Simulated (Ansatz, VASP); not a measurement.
# HfTiSe2: VASP beside Ansatz, part 2 of 2

Aim: how closely do two programs agree when they are given the same cell, functional and k mesh? The cell is generated by rule, not measured, and may not be a known phase. The cell is taken from a series of runs on this material, whose earlier steps may have relaxed, scaled, displaced or heated it; both programs get it as it stands.

VASP 6.6.1 and Ansatz 0.2.0.

So far: The structure; VASP: relaxation of cell and atoms, PBE, pair 1; Ansatz: relaxation of cell and atoms, PBE, pair 1; Side by side.

## Step 5: VASP: relaxation of cell and atoms, PBE, pair 2

Level of this step: PBE, no spin polarisation; plane waves and PAW (Hf_pv, Ti_sv, Se); invented cell (VASP).

The relaxed volume is the usual yardstick between codes: in a stiff, nearly cubic crystal its relative difference is about their pressure difference at one cell divided by the bulk modulus.

File INCAR:

```
SYSTEM = HfTiSe2
PREC = Accurate
ENCUT = 500
EDIFF = 1E-07
NELM = 120
ISMEAR = 0
SIGMA = 0.1
LREAL = .FALSE.
ALGO = Normal
GGA = PE
NBANDS = 23
LASPH = .TRUE.
LORBIT = 11
LWAVE = .FALSE.
LCHARG = .FALSE.
ISIF = 3
IBRION = 2
NSW = 80
EDIFFG = -0.005
GGA_COMPAT = .FALSE.
NELMIN = 4
KPAR = 2
```

File POSCAR:

```
HfTiSe2
1.0
    3.4455640000      0.0000000000      0.0000000000
   -1.7227820000      2.9839460000      0.0000000000
    0.0000000000      0.0000000000      7.1372240000
Hf Ti Se
1 1 2
Direct
    0.0000000000      0.0000000000      0.0000000000
    0.0000000000      0.0000000000      0.5000000000
    0.3333334450      0.6666668901      0.2624914112
    0.6666667225      0.3333334450      0.7375084487
```

File KPOINTS:

```
Automatic mesh
0
Gamma
15 15 6
0 0 0
```

Potentials, in the order of the species: Hf_pv, Ti_sv and Se (PBE family, release 64).

Launch:

```console
mpirun -np 2 vasp_std
```

Numbers of over 12 decimals in the logs are rounded to 6 here.

Log:

```text
[... set-up lines as in an earlier step ...]
 entering main loop
       N       E                     dE             d eps       ncg     rms          rms(c)
DAV:   1     0.280739888007E+03    0.28074E+03   -0.16662E+04  6724   0.146E+03
DAV:   2    -0.104259215612E+01   -0.28178E+03   -0.27207E+03  7164   0.401E+02
DAV:   3    -0.295105308771E+02   -0.28468E+02   -0.27809E+02 11282   0.103E+02
DAV:   4    -0.312116855206E+02   -0.17012E+01   -0.16928E+01  9320   0.216E+01
[...]
DAV:  16    -0.291056213529E+02   -0.34340E-05   -0.34765E-05  9785   0.351E-02    0.134E-02
DAV:  17    -0.291056192807E+02    0.20723E-05   -0.12263E-05  8770   0.255E-02    0.320E-03
DAV:  18    -0.291056192490E+02    0.31674E-07   -0.43282E-07  7128   0.466E-03
   1 F= -.29105619E+02 E0= -.29100924E+02  d E =-.291056E+02
[...]
2 F= -.29105975E+02 E0= -.29101329E+02  d E =-.355534E-03
[...]
3 F= -.29106017E+02 E0= -.29101395E+02  d E =-.397783E-03
[...]
4 F= -.29106018E+02 E0= -.29101389E+02  d E =-.123706E-05
[...]
5 F= -.29106026E+02 E0= -.29101401E+02  d E =-.939209E-05
[...]
reached required accuracy - stopping structural energy minimisation
```

Parts of OUTCAR (step 5):

```text
  Total        0.0034096      0.0034096     -0.0101557      0.0000000      0.0000000      0.0000000
  in kB        0.0744813      0.0744813     -0.2218448      0.0000000      0.0000000      0.0000000
  external PRESSURE =      -0.0242941 kB  Pullay stress =       0.0000000 kB

 POSITION                                       TOTAL-FORCE (eV/Angst)
 -----------------------------------------------------------------------------------
     -0.00000      0.00000      0.00000         0.000000      0.000000      0.000000
      0.00000      0.00000      3.57568         0.000000      0.000000      0.000000
     -0.00000      1.98686      1.87319         0.000000      0.000000     -0.004360
      1.72067      0.99343      5.27817        -0.000000     -0.000000      0.004360
 -----------------------------------------------------------------------------------
    total drift:                                0.000000     -0.000311      0.000229

  FREE ENERGIE OF THE ION-ELECTRON SYSTEM (eV)
  ---------------------------------------------------
  free  energy   TOTEN  =       -29.1060264238 eV

  energy  without entropy=      -29.0967751727  energy(sigma->0) =      -29.10140080

[... 1 part as in an earlier step ...]

[... 3 further parts left out ...]
[key lines of the parts left out:]
E-fermi :   7.7092
```

## Step 6: Ansatz: relaxation of cell and atoms, PBE, pair 2

The same cell, functional, mesh and smearing now go to Ansatz, which takes its cutoff from its data sets.

The cell is taken from a series of runs on this material, whose earlier steps may have relaxed, scaled, displaced or heated it; both programs get it as it stands.

File input.yaml:

```yaml
crystal:
  lattice:
    - [3.4455644696, 0.0, 0.0]
    - [-1.7227822348, 2.983946361, 0.0]
    - [0.0, 0.0, 7.1372235158]
  atoms:
    - { symbol: Hf, position: [0.0, 0.0, 0.0] }
    - { symbol: Ti, position: [0.0, 0.0, 0.5] }
    - { symbol: Se, position: [0.3333333333, 0.6666666667, 0.2624914593] }
    - { symbol: Se, position: [0.6666666667, 0.3333333333, 0.7375085407] }
kpoints:
  mp_grid: { grid: [15, 15, 6] }
hamiltonian:
  xc: pbe
scf:
  occupations: { method: gaussian, width: 0.1 }
output:
  forces: true
  stress: true
  eigenvalues: true
relax:
  adjacent_minimum: "off"
  f_tol: 0.005
  max_steps: 80
  cell: { stress_tol: 0.05 }
```

Launch:

```console
ansatz run input.yaml --threads 4 --pin off --max-ram 16384MiB --backend cpu --events-out ev --progress --plain --runs-dir out
```

Log:

```text
[...]
Crystal: 4 atoms, lattice volume = 73.381 Å³
Basis set: ecut = 420 eV, 1427 PW (Γ), exchange–correlation on 48×48×96 points (8 copies of the dense FFT grid, shifted against one another)
Bands: 42, of which v1, the nominal top of the filled ones, is band 35 counted from 1 (34 counted from 0)
Symmetry: 12 space group operations
[...]
k-points: 146 of 1350
[...]
--- Relaxed structure (3 steps of the walk, 2 accepted, 1 SCFs on fresh bases) ---
[...]
cell:  # Å, volume = 73.4502 Å³
    - [3.442932, 0.0, 6.566969828678395e-19]
    - [-1.721466, 2.981666, -3.2834849143391974e-19]
    - [1.360297620396334e-18, 0.0, 7.154930]
  atoms:
    - { symbol: Hf, position: [0, 0, 0.0] }
    - { symbol: Ti, position: [0.0, 0, 0.500000] }
    - { symbol: Se, position: [0.333333, 0.666667, 0.262466] }
    - { symbol: Se, position: [0.666667, 0.333333, 0.737534] }
[key lines of the parts left out:]
SCF converged after 10 iterations
Free energy (F): -29163.504414 eV
Fermi energy:    16.563028 eV
P = ⅓ Tr σ = -0.0286 GPa (-0.286 kbar)
```

## Step 7: Side by side

What differs besides the data sets and the points named for the pairs above, as far as they apply: the data sets hold 70 valence electrons in Ansatz (on its default PAW (the set named soft_2) files) and 34 in VASP. Total energies have different zeros and are not compared.

Compared:

```
                                         quantity  Ansatz   VASP  difference
                                      volume (Å³)   73.45  73.35     +0.14 %
edge a after relaxation, in the typed setting (Å)   3.443  3.441     +0.05 %
edge c after relaxation, in the typed setting (Å)   7.155  7.151     +0.05 %
```

## Step 8: Ansatz: relaxation of cell and atoms, PBE, pair 3

The relaxed volume is the usual yardstick between codes: in a stiff, nearly cubic crystal its relative difference is about their pressure difference at one cell divided by the bulk modulus.

The cell is taken from a series of runs on this material, whose earlier steps may have relaxed, scaled, displaced or heated it; both programs get it as it stands.

File input.yaml:

```yaml
crystal:
  lattice:
    - [3.4429315845, 0.0, 0.0]
    - [-1.7214657923, 2.9816662157, 0.0]
    - [0.0, 0.0, 7.1549298077]
  atoms:
    - { symbol: Hf, position: [0.0, 0.0, 0.0] }
    - { symbol: Ti, position: [0.0, 0.0, 0.5] }
    - { symbol: Se, position: [0.3333333333, 0.6666666667, 0.262466198] }
    - { symbol: Se, position: [0.6666666667, 0.3333333333, 0.737533802] }
kpoints:
  mp_grid: { grid: [15, 15, 6] }
hamiltonian:
  xc: pbe
scf:
  occupations: { method: methfessel_paxton, width: 0.2 }
output:
  forces: true
  stress: true
  eigenvalues: true
relax:
  adjacent_minimum: "off"
  f_tol: 0.001
  max_steps: 60
  cell: { stress_tol: 0.01 }
```

Log:

```text
[...]
Crystal: 4 atoms, lattice volume = 73.450 Å³
Basis set: ecut = 420 eV, 1427 PW (Γ), exchange–correlation on 48×48×96 points (8 copies of the dense FFT grid, shifted against one another)
Bands: 42, of which v1, the nominal top of the filled ones, is band 35 counted from 1 (34 counted from 0)
Symmetry: 12 space group operations
[...]
k-points: 146 of 1350
[...]
--- Relaxed structure (3 steps of the walk, 2 accepted, 1 SCFs on fresh bases) ---
[...]
cell:  # Å, volume = 73.4079 Å³
    - [3.441039, 2.8851670381811966e-11, 0]
    - [-1.720519, 2.980027, 0]
    - [0, 0, 7.158678]
  atoms:
    - { symbol: Hf, position: [0, 0, 0] }
    - { symbol: Ti, position: [0, 0, 0.5] }
    - { symbol: Se, position: [0.333333, 0.666667, 0.262459] }
    - { symbol: Se, position: [0.666667, 0.333333, 0.737541] }
[key lines of the parts left out:]
SCF converged after 5 iterations
Free energy (F): -29163.499639 eV
Fermi energy:    16.577906 eV
P = ⅓ Tr σ = 0.0001 GPa (0.001 kbar)
```

## Step 9: VASP: relaxation of cell and atoms, PBE, pair 3

The same cell, functional, mesh and smearing now go to VASP, with its own data sets.

Changes to INCAR since step 5:

```diff
@@ -5,4 +5,4 @@
 NELM = 120
-ISMEAR = 0
-SIGMA = 0.1
+ISMEAR = 1
+SIGMA = 0.2
 LREAL = .FALSE.
```

File POSCAR:

```
HfTiSe2
1.0
    3.4429320000      0.0000000000      0.0000000000
   -1.7214660000      2.9816660000      0.0000000000
    0.0000000000      0.0000000000      7.1549300000
Hf Ti Se
1 1 2
Direct
    0.0000000000      0.0000000000      0.0000000000
    0.0000000000      0.0000000000      0.5000000000
    0.3333332774      0.6666665549      0.2624661597
    0.6666667226      0.3333334451      0.7375338403
```

KPOINTS is that of step 5.

Launch:

```console
mpirun -np 2 vasp_std
```

Log:

```text
[... set-up lines as in an earlier step ...]
 entering main loop
       N       E                     dE             d eps       ncg     rms          rms(c)
DAV:   1     0.280809034418E+03    0.28081E+03   -0.16609E+04  6716   0.146E+03
DAV:   2    -0.108150515025E+01   -0.28189E+03   -0.27249E+03  7124   0.401E+02
DAV:   3    -0.294777510000E+02   -0.28396E+02   -0.27726E+02 11364   0.103E+02
DAV:   4    -0.312139399939E+02   -0.17362E+01   -0.17292E+01  9361   0.215E+01
[...]
DAV:  16    -0.291009598696E+02   -0.33614E-05   -0.32600E-05  9753   0.344E-02    0.136E-02
DAV:  17    -0.291009576919E+02    0.21776E-05   -0.12492E-05  8815   0.257E-02    0.317E-03
DAV:  18    -0.291009576707E+02    0.21258E-07   -0.45877E-07  7193   0.479E-03
   1 F= -.29100958E+02 E0= -.29101708E+02  d E =-.291010E+02
[...]
2 F= -.29101098E+02 E0= -.29101831E+02  d E =-.139881E-03
[...]
3 F= -.29101157E+02 E0= -.29101897E+02  d E =-.199599E-03
[...]
4 F= -.29101240E+02 E0= -.29101986E+02  d E =-.828035E-04
[...]
5 F= -.29101247E+02 E0= -.29101997E+02  d E =-.902168E-04
[...]
reached required accuracy - stopping structural energy minimisation
```

Parts of OUTCAR (step 9):

```text
  Total        0.0074300      0.0074300     -0.0067703      0.0000000      0.0000000      0.0000000
  in kB        0.1623533      0.1623532     -0.1479384      0.0000000      0.0000000      0.0000000
  external PRESSURE =       0.0589227 kB  Pullay stress =       0.0000000 kB

 POSITION                                       TOTAL-FORCE (eV/Angst)
 -----------------------------------------------------------------------------------
      0.00000      0.00000      7.15327        -0.000000     -0.000000      0.000000
      0.00000      0.00000      3.57664        -0.000000     -0.000000      0.000000
     -0.00000      1.98628      1.87331         0.000000      0.000000      0.000712
      1.72017      0.99314      5.27996        -0.000000     -0.000000     -0.000712
 -----------------------------------------------------------------------------------
    total drift:                               -0.000000     -0.000000      0.000000

  FREE ENERGIE OF THE ION-ELECTRON SYSTEM (eV)
  ---------------------------------------------------
  free  energy   TOTEN  =       -29.1012474865 eV

  energy  without entropy=      -29.1034958888  energy(sigma->0) =      -29.10199695

[... 2 parts as in an earlier step ...]

[... 2 further parts left out ...]
[key lines of the parts left out:]
E-fermi :   7.7169
```

## Step 10: Side by side

What differs besides the data sets and the points named for the pairs above, as far as they apply: the data sets hold 70 valence electrons in Ansatz (on its default PAW (the set named soft_2) files) and 34 in VASP. Total energies have different zeros and are not compared.

The two programs side by side:

```
                                         quantity  Ansatz   VASP  difference
                                      volume (Å³)   73.41  73.32     +0.12 %
edge a after relaxation, in the typed setting (Å)   3.441  3.440     +0.02 %
edge c after relaxation, in the typed setting (Å)   7.159  7.153     +0.08 %
```

## Step 11: What came out

```yaml
difference_in_edge_c_after_relaxation_in_the_typed_setting_relaxation_of_cell_and_atoms_pbe_pair_1: -0.035 %
difference_in_volume_relaxation_of_cell_and_atoms_pbe_pair_2: 0.14 %
difference_in_volume_relaxation_of_cell_and_atoms_pbe_pair_3: 0.12 %
```

What this shows: The difference in volume is 0.14 % (relaxation of cell and atoms, PBE, pair 2), within the 1.2 % picked in this series as the mark of a large difference, as far as the stopping tolerances let one tell. The data sets hold unlike numbers of valence electrons (70 in Ansatz and 34 in VASP), so part of the differences comes from the potentials. How closely two codes agree says nothing of how well the functional describes the real material.

[Lines on the potential files, build, host, timing and source positions are cut from VASP's logs without a mark.]

[Logs are printed without paths, hosts, clocks, repeated set-up lines and the standing remarks that a program may print on its own settings, such as how far it seeks lower states.]

[Hosts, paths, dates, database ids (printed as entryN), source tags and the programs' standing remarks are cut or masked in the printed files.]
